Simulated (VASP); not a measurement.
# SrBe3 (Pmm2) in VASP: further runs

The runs below take SrBe3 through single point, with PBEsol.

Program: VASP 6.6.1. These are calculated values, not measurements. Logs are shortened: lines on timing, memory, paths and dates and some standing lists are left out, and cuts for length are marked.

**1. The cell of the first run**

The structure is orthorhombic, space group Pmm2 (No. 25). Conventional cell: a = 2.958 Å, b = 4.626 Å, c = 5.356 Å, α = 90.00°, β = 90.00°, γ = 90.00°. Sr (site symmetry mm2) has 2 Sr at 2.96 Å and 10 Be at 2.97 to 3.08 Å as nearest neighbours. Be (site symmetry mm2) is surrounded by 8 Be at 2.77 to 2.96 Å and 4 Sr at 3.03 to 3.08 Å. Be (site symmetry mm2) has 6 Be at 2.76 to 2.96 Å and 4 Sr at 2.97 Å as nearest neighbours. Around Be (site symmetry mm2) lie 8 Be at 2.76 to 2.96 Å and 2 Sr at 2.99 Å.

The cell comes from a database or a generator and needn't be the stable form of this composition.

**2. Single point, PBEsol (Mg replaced by Be, lengths x 0.869, strained and moved within the space group)**

INCAR reads:

```
  ALGO = Fast
  EDIFF = 1E-6
  ENCUT = 520
  GGA = PS
  ISIF = 2
  ISMEAR = 0
  LASPH = True
  LCHARG = False
  LREAL = False
  LWAVE = False
  NBANDS = 16
  NELM = 100
  PREC = Accurate
  SIGMA = 0.1
```

KPOINTS reads:

```
k-points
0
Gamma
  14 10 8
```

POSCAR reads:

```
SrBe3
1.0
    2.9584711119      0.0000000000      0.0000000000
    0.0000000000      4.6263070081      0.0000000000
    0.0000000000      0.0000000000      5.3558097031
Sr Be
1 3
Direct
    0.5000000000      0.0000000000      0.1617390000
    0.0000000000      0.0000000000      0.6563310000
    0.0000000000      0.5000000000      0.3733820000
    0.5000000000      0.5000000000      0.8085480000
```

Potentials or basis: VASP PAW PBE potentials, release 64 (Sr_sv, Be).

Started as:

```sh
cat potpaw_PBE.64/Sr_sv/POTCAR potpaw_PBE.64/Be/POTCAR > POTCAR
mpirun -np 1 vasp_std > vasp.out
```

OUTCAR:

```text
EDIFF = 1E-6
   ENCUT = 520
   GGA = PS
   ISIF = 2
   ISMEAR = 0
   LASPH = True
   LREAL = False
   NELM = 100
   PREC = Accurate

 ion  position               nearest neighbor table
   1  0.500  0.000  0.162-   3 2.97   3 2.97   3 2.97   3 2.97   4 2.99   4 2.99   2 3.03   2 3.03
                             2 3.08   2 3.08
   2  0.000  0.000  0.656-   1 3.03   1 3.03   1 3.08   1 3.08
   3  0.000  0.500  0.373-   1 2.97   1 2.97   1 2.97   1 2.97
   4  0.500  0.500  0.809-   1 2.99   1 2.99

  LATTYP: Found a simple orthorhombic cell.
 ALAT       =     2.9584711119
 B/A-ratio  =     1.5637492587
 C/A-ratio  =     1.8103302350

  Lattice vectors:

 A1 = (   2.9584711119,   0.0000000000,   0.0000000000)
 A2 = (   0.0000000000,   4.6263070081,   0.0000000000)
 A3 = (   0.0000000000,   0.0000000000,   5.3558097031)

Analysis of symmetry for initial positions (statically):
=====================================================================
 Subroutine PRICEL returns:
 Original cell was already a primitive cell.

 Routine SETGRP: Setting up the symmetry group for a
 simple orthorhombic supercell.

 Subroutine GETGRP returns: Found  4 space group operations
 (whereof  4 operations were pure point group operations)
 out of a pool of  8 trial point group operations.

The static configuration has the point symmetry C_2v.

Analysis of symmetry for dynamics (positions and initial velocities):
=====================================================================
 Subroutine PRICEL returns:
 Original cell was already a primitive cell.

 Routine SETGRP: Setting up the symmetry group for a
 simple orthorhombic supercell.

 Subroutine GETGRP returns: Found  4 space group operations
 (whereof  4 operations were pure point group operations)
 out of a pool of  8 trial point group operations.

The dynamic configuration has the point symmetry C_2v.

 Subroutine INISYM returns: Found  4 space group operations
 (whereof  4 operations are pure point group operations),
 and found     1 'primitive' translations

----------------------------------------------------------------------------------------

                                     Primitive cell

  volume of cell :      73.3039

  direct lattice vectors                    reciprocal lattice vectors
     2.958471112  0.000000000  0.000000000     0.338012427  0.000000000  0.000000000
     0.000000000  4.626307008  0.000000000     0.000000000  0.216155132  0.000000000
     0.000000000  0.000000000  5.355809703     0.000000000  0.000000000  0.186713131

  length of vectors
     2.958471112  4.626307008  5.355809703     0.338012427  0.216155132  0.186713131

  position of ions in fractional coordinates (direct lattice)
     0.500000000  0.000000000  0.161739000
     0.000000000  0.000000000  0.656331000
     0.000000000  0.500000000  0.373382000
     0.500000000  0.500000000  0.808548000

  ion indices of the primitive-cell ions
   primitive index   ion index
                 1           1
                 2           2
                 3           3
                 4           4

----------------------------------------------------------------------------------------

 KPOINTS: k-points

Automatic generation of k-mesh.
 Grid dimensions read from file:
 generate k-points for:   14   10    8

 Generating k-lattice:

  Cartesian coordinates                     Fractional coordinates (reciprocal lattice)
     0.024143745  0.000000000  0.000000000     0.071428571  0.000000000  0.000000000
     0.000000000  0.021615513  0.000000000     0.000000000  0.100000000  0.000000000
     0.000000000  0.000000000  0.023339141     0.000000000  0.000000000  0.125000000

  Length of vectors
     0.024143745  0.021615513  0.023339141

  Shift w.r.t. Gamma in fractional coordinates (k-lattice)
     0.000000000  0.000000000  0.000000000

 Subroutine IBZKPT returns following result:
 ===========================================

 Found    240 irreducible k-points:

 Following reciprocal coordinates:
            Coordinates               Weight
  0.000000  0.000000  0.000000      1.000000
  0.071429  0.000000  0.000000      2.000000
  0.142857  0.000000  0.000000      2.000000
  0.214286  0.000000  0.000000      2.000000
  0.285714  0.000000  0.000000      2.000000
  0.357143  0.000000  0.000000      2.000000
[... 16 lines left out ...]
  0.428571  0.200000  0.000000      4.000000
  0.500000  0.200000  0.000000      2.000000
 [... further k-points ...]
   k-points           NKPTS =    240   k-points in BZ     NKDIM =    240   number of bands    NBANDS=     16
   number of dos      NEDOS =    301   number of ions     NIONS =      4
   total plane-waves  NPLWV =  34560
   dimension x,y,z NGX =    24 NGY =   36 NGZ =   40
   dimension x,y,z NGXF=    48 NGYF=   72 NGZF=   80
   ions per type =               1   3
   NGX,Y,Z   is equivalent  to a cutoff of  13.49, 12.94, 12.42 a.u.
   NGXF,Y,Z  is equivalent  to a cutoff of  26.97, 25.87, 24.83 a.u.
 SYSTEM =  unknown system
   PREC   = accura    normal or accurate (medium, high low for compatibility)
   ISTART =      0    job   : 0-new  1-cont  2-samecut
   ICHARG =      2    charge: 1-file 2-atom 10-const
   ISPIN  =      1    spin polarized calculation?
   LNONCOLLINEAR =      F non collinear calculations
   LSORBIT =      F    spin-orbit coupling
   LASPH  =      T    aspherical Exc in radial PAW
   ENCUT  =  520.0 eV  38.22 Ry    6.18 a.u.   5.50  8.60  9.96*2*pi/ulx,y,z
   NELM   =    100;   NELMIN=  2; NELMDL= -5     # of ELM steps
   EDIFF  = 0.1E-05   stopping-criterion for ELM
   LREAL  =      F    real-space projection
   EDIFFG = 0.1E-04   stopping-criterion for IOM
   NSW    =      0    number of steps for IOM
   IBRION =     -1    ionic relax: 0-MD 1-quasi-New 2-CG
   NFREE  =      0    steps in history (QN), initial steepest desc. (CG)
   ISIF   =      2    stress and relaxation
   ISYM   =      2    0-nonsym 1-usesym 2-fastsym
   POTIM  = 0.5000    time-step for ionic-motion
   TEBEG  =    0.0;   TEEND  =   0.0 temperature during run
   PSTRESS=    0.0 pullay stress
   NELECT =      16.0000    total number of electrons
   NUPDOWN=      -1.0000    fix difference up-down
   EMIN   =  10.00;   EMAX   =-10.00  energy-range for DOS
   EFERMI =   0.00;   METHOD = LEGACY
   ISMEAR =     0;   SIGMA  =   0.10  broadening in eV -4-tet -1-fermi 0-gaus
   EFERMI_NEDOS =   21; number of points for ismear=-14 and -15
   IALGO  =     68    algorithm
   IMIX   =      4    mixing-type and parameters
     AMIX     =   0.40;   BMIX     =  1.00
     AMIX_MAG =   1.60;   BMIX_MAG =  1.00
  volume/ion in A,a.u.               =      18.33       123.67
  Fermi-wavevector in a.u.,A,eV,Ry     =   0.985687  1.862679 13.219142  0.971580
  Thomas-Fermi vector in A             =   2.117013
   LORBIT       =      0    0 simple, 1 ext, 2 COOP (PROOUT), +10 PAW based schemes
   GGA     = PS    functional components
   LHFCALC =     F    Hartree Fock is set to
   AEXX    =    0.0000 exact exchange contribution
   IVDW    =     0    specifies the selected vdW correction
   LEPSILON=     F    determine dielectric tensor
   LRPA    =     F    only Hartree local field effects (RPA)
 non-spin polarized calculation
 RMM-DIIS sequential band-by-band and
 Gauss-broadening in eV      SIGMA  =   0.10
  energy-cutoff  :      520.00
  volume of cell :       73.30
 maximum number of plane-waves:      1994
 NGX is ok and might be reduce to    24
   NGX = 11   NGY = 17   NGZ = 19

 number of electron      16.0000000 magnetization

 Free energy of the ion-electron system (eV)
  ---------------------------------------------------
  ext. energy  EPLUGINS =         0.00000000
  ---------------------------------------------------
  free energy    TOTEN  =        -9.73913289 eV

  energy without entropy =       -9.72920463  energy(sigma->0) =       -9.73416876

 E-fermi :   2.8040     XC(G=0):  -9.1208

 val. band max:        2.8021777271   @ k =   0.2143   0.5000   0.0000
 cond. band min:       2.8128987809   @ k =   0.4286   0.5000   0.1250
 fundamental gap:      0.0107210538
 Fermi energy:         2.8040288204

 k-point     1 :       0.0000    0.0000    0.0000
  band No.  band energies     occupation
      1     -32.1350      2.00000
      2     -14.2233      2.00000
      3     -14.2150      2.00000
      4     -13.2217      2.00000
      5      -3.7954      2.00000
      6       0.2502      2.00000
[... 8 lines left out ...]
     15       9.9536      0.00000
     16      10.6412      0.00000

 k-point     2 :       0.0714    0.0000    0.0000
  band No.  band energies     occupation
      1     -32.1188      2.00000
      2     -14.2057      2.00000
      3     -14.1965      2.00000
      4     -13.3604      2.00000
      5      -3.7109      2.00000
      6       0.3304      2.00000
[... 8 lines left out ...]
     15       9.7584      0.00000
     16      10.5132      0.00000

 k-point     3 :       0.1429    0.0000    0.0000
  band No.  band energies     occupation
      1     -32.0728      2.00000
      2     -14.1558      2.00000
      3     -14.1442      2.00000
      4     -13.7321      2.00000
      5      -3.4641      2.00000
      6       0.5647      2.00000
[... 8 lines left out ...]
     15       9.4564      0.00000
     16      10.4507      0.00000

 k-point     4 :       0.2143    0.0000    0.0000
  band No.  band energies     occupation
      1     -32.0052      2.00000
      2     -14.2331      2.00000
      3     -14.0823      2.00000
      4     -14.0663      2.00000
      5      -3.0671      2.00000
      6       0.9393      2.00000
[... 8 lines left out ...]
     15       9.0827      0.00000
     16       9.5712      0.00000

 k-point     5 :       0.2857    0.0000    0.0000
  band No.  band energies     occupation
      1     -31.9285      2.00000
      2     -14.7475      2.00000
      3     -13.9988      2.00000
      4     -13.9787      2.00000
      5      -2.5288      2.00000
      6       1.4272      2.00000
[... 8 lines left out ...]
     15       8.6569      0.00000
     16       9.4925      0.00000

 k-point     6 :       0.3571    0.0000    0.0000
  band No.  band energies     occupation
      1     -31.8578      2.00000
      2     -15.1820      2.00000
      3     -13.9217      2.00000
      4     -13.8974      2.00000
      5      -1.8535      2.00000
      6       1.7524      2.00000
[... 8 lines left out ...]
     15       8.4483      0.00000
     16       9.1088      0.00000
[... 267 lines left out ...]
 k-point    21 :       0.2857    0.2000    0.0000
  band No.  band energies     occupation
      1     -31.9277      2.00000
      2     -14.7448      2.00000
      3     -14.0263      2.00000
      4     -13.9760      2.00000
      5      -2.2794      2.00000
      6       0.9059      2.00000
[... 8 lines left out ...]
     15       8.2687      0.00000
     16       9.0648      0.00000

 k-point    22 :       0.3571    0.2000    0.0000
  band No.  band energies     occupation
      1     -31.8571      2.00000
      2     -15.1789      2.00000
      3     -13.9471      2.00000
      4     -13.8948      2.00000
      5      -1.6248      2.00000
      6       1.2839      2.00000
[... 8 lines left out ...]
     15       7.8044      0.00000
     16       8.5105      0.00000

 k-point    23 :       0.4286    0.2000    0.0000
  band No.  band energies     occupation
      1     -31.8074      2.00000
      2     -15.4658      2.00000
      3     -13.8910      2.00000
      4     -13.8374      2.00000
      5      -0.8449      2.00000
      6       0.9806      2.00000
[... 8 lines left out ...]
     15       7.7368      0.00000
     16       8.6151      0.00000

 k-point    24 :       0.5000    0.2000    0.0000
  band No.  band energies     occupation
      1     -31.7894      2.00000
      2     -15.5659      2.00000
      3     -13.8708      2.00000
      4     -13.8167      2.00000
      5       0.0247      2.00000
      6       0.0691      2.00000
[... 8 lines left out ...]
     15       7.7868      0.00000
     16       9.1260      0.00000

 [... further k-points ...]

------------------------ aborting loop because EDIFF is reached ----------------------------------------

  FORCE on cell =-STRESS in cart. coord.  units (eV):
  Direction    XX          YY          ZZ          XY          YZ          ZX
  --------------------------------------------------------------------------------------
  -------------------------------------------------------------------------------------
  Total       -1.6923452     -3.9434686     -1.4370781      0.0000000      0.0000000      0.0000000
  in kB      -36.9890019    -86.1910260    -31.4097168      0.0000000      0.0000000      0.0000000
  external PRESSURE =     -51.5299149 kB  Pullay stress =       0.0000000 kB

 VOLUME and BASIS-vectors are now :
 -----------------------------------------------------------------------------
  energy-cutoff  :      520.00
  volume of cell :       73.30
      direct lattice vectors                 reciprocal lattice vectors
     2.958471112  0.000000000  0.000000000     0.338012427  0.000000000  0.000000000
     0.000000000  4.626307008  0.000000000     0.000000000  0.216155132  0.000000000
     0.000000000  0.000000000  5.355809703     0.000000000  0.000000000  0.186713131

 POSITION                                       TOTAL-FORCE (eV/Angst)
 -----------------------------------------------------------------------------------
      1.47924      0.00000      0.86624         0.000000      0.000000      0.068525
      0.00000      0.00000      3.51518         0.000000      0.000000     -0.244501
      0.00000      2.31315      1.99976         0.000000      0.000000      1.370173
      1.47924      2.31315      4.33043         0.000000      0.000000     -1.194197
 -----------------------------------------------------------------------------------
    total drift:                                0.000000      0.000000      0.002142

  FREE ENERGIE OF THE ION-ELECTRON SYSTEM (eV)
  ---------------------------------------------------
  free  energy   TOTEN  =        -9.7391328866 eV

  energy  without entropy=       -9.7292046313  energy(sigma->0) =       -9.73416876
```

Run time: 2.3 min. Hardware: 1 thread of Intel Xeon Platinum 8559C (Emerald Rapids), shared host; peak memory 0.39 GiB.

Results:

```
Free energy            : -9.7391 eV
Pressure               : -5.2 GPa
Largest force          : 1.370 eV/Å
Band gap on the k mesh : none (metal or under the smearing width)
```

Forces on the atoms (eV/Å):
```
Sr   0.000  0.000  0.069
Be   0.000  0.000 -0.245
Be   0.000  0.000  1.370
Be   0.000  0.000 -1.194
```

Levels at points of the mesh, in eV from the Fermi level:
```csv
k point,band 5,band 6,band 7,band 8,band 9,band 10,band 11,band 12
"(0.00, 0.00, 0.00)",-6.60,-2.55,-1.40,-1.03,0.16,1.00,1.85,3.97
"(0.50, 0.00, 0.00)",-3.02,-2.78,-1.04,-0.17,0.28,1.96,1.99,2.76
"(0.00, 0.50, 0.00)",-5.10,-4.76,-1.61,-0.75,0.03,1.09,2.83,5.65
"(0.50, 0.50, 0.00)",-2.85,-1.55,-1.29,-0.96,-0.11,0.50,1.06,2.94
"(0.00, 0.00, 0.50)",-5.64,-4.65,-1.61,-0.16,0.97,1.39,2.24,3.81
"(0.50, 0.00, 0.50)",-3.15,-2.12,-1.12,-0.49,0.21,2.12,2.19,2.71
"(0.00, 0.50, 0.50)",-5.05,-3.72,-2.95,-2.09,1.76,2.22,3.04,4.96
"(0.50, 0.50, 0.50)",-1.90,-1.84,-1.63,-1.28,-0.70,0.46,1.79,3.28
```

Caveat: the PAW data sets were made with another functional, which shifts forces and pressure a little.

**3. Single point, PBEsol (Mg replaced by Be, lengths x 0.869, strained and moved within the space group)**

INCAR reads:

```
SYSTEM = SrBe3
PREC     = Accurate       ! precision mode
ENCUT    = 520            ! plane-wave cutoff, eV
EDIFF    = 1E-7           ! SCF threshold, eV
ISMEAR   = 0              ! smearing method
SIGMA    = 0.1            ! smearing width, eV
LREAL    = .False.        ! projectors in reciprocal space
LASPH    = .True.         ! aspherical terms in the spheres
NELM     = 100            ! most SCF steps
ALGO     = Fast           ! electronic algorithm
ISIF     = 2              ! what is computed and relaxed
LWAVE    = .False.        ! write WAVECAR
LCHARG   = .False.        ! write CHGCAR
GGA      = PS             ! functional
NBANDS   = 16             ! bands
```

KPOINTS reads:

```
Automatic mesh
0
Gamma
  6 4 4
  0 0 0
```

POSCAR is that of step 2.

Potentials or basis: VASP PAW PBE potentials, release 64 (Sr_sv, Be).

Started as:

```sh
cat potpaw_PBE.64/Sr_sv/POTCAR potpaw_PBE.64/Be/POTCAR > POTCAR
mpirun -np 1 vasp_std > vasp.out
```

Run time: 32 s. Hardware: 1 thread of Intel Xeon Platinum 8559C (Emerald Rapids), shared host; peak memory 0.2 GiB.

It converged, with:

```
Free energy            : -9.6847 eV
Pressure               : -5.3 GPa
Largest force          : 1.318 eV/Å
Band gap on the k mesh : none (metal or under the smearing width)
```

Forces on the atoms (eV/Å):
```
Sr   0.000  0.000  0.028
Be   0.000  0.000 -0.178
Be   0.000  0.000  1.318
Be   0.000  0.000 -1.168
```

Stress tensor (GPa, compression positive):
```
-2.80  0.00  0.00
 0.00 -8.60  0.00
 0.00  0.00 -4.60
```

Levels at points of the mesh, in eV from the Fermi level:
```
           k point  band 5  band 6  band 7  band 8  band 9  band 10  band 11  band 12
(0.00, 0.00, 0.00)   -6.57   -2.52   -1.37   -0.99    0.18     1.03     1.89     4.01
(0.50, 0.00, 0.00)   -2.99   -2.75   -1.01   -0.14    0.31     1.99     2.02     2.80
(0.00, 0.50, 0.00)   -5.08   -4.72   -1.58   -0.72    0.06     1.13     2.87     5.68
(0.50, 0.50, 0.00)   -2.82   -1.50   -1.27   -0.94   -0.06     0.53     1.10     2.96
(0.00, 0.00, 0.50)   -5.61   -4.61   -1.58   -0.12    1.01     1.43     2.26     3.84
(0.50, 0.00, 0.50)   -3.12   -2.09   -1.08   -0.46    0.24     2.15     2.22     2.75
(0.00, 0.50, 0.50)   -5.02   -3.68   -2.91   -2.05    1.79     2.25     3.07     4.99
(0.50, 0.50, 0.50)   -1.87   -1.81   -1.61   -1.26   -0.65     0.50     1.83     3.31
```

Caveat: the PAW data sets were made with another functional, which shifts forces and pressure a little.
